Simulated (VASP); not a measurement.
Data:

```
CdS
1.0
    2.11647    -3.66584     0.00000
    2.11647     3.66584     0.00000
    0.00000     0.00000     6.88155
Cd S
2 2
Direct
  0.66667   0.33333   0.50007
  0.33333   0.66667   0.00007
  0.66667   0.33333   0.87693
  0.33333   0.66667   0.37693
```

Method: PBE GGA with D4 dispersion, VASP's PBE PAW potentials (set 64) (plane waves; VASP 6.6.1). Numerical set-up: 520 eV cut-off, 6×6×4 Γ-centred mesh, Gaussian smearing of 0.050 eV, potentials Cd S.

**Question.** Give the stress tensor in GPa (positive for a compressed cell).

**Answer.** 
```
-2.93   0.00   0.00
 0.00  -2.93   0.00
 0.00   0.00  -2.90
```
The pressure is its mean diagonal, -2.92 GPa.

The compound is CdS in the wurtzite structure. This cell is one point of a volume scan, at 1.06 of the reference volume.
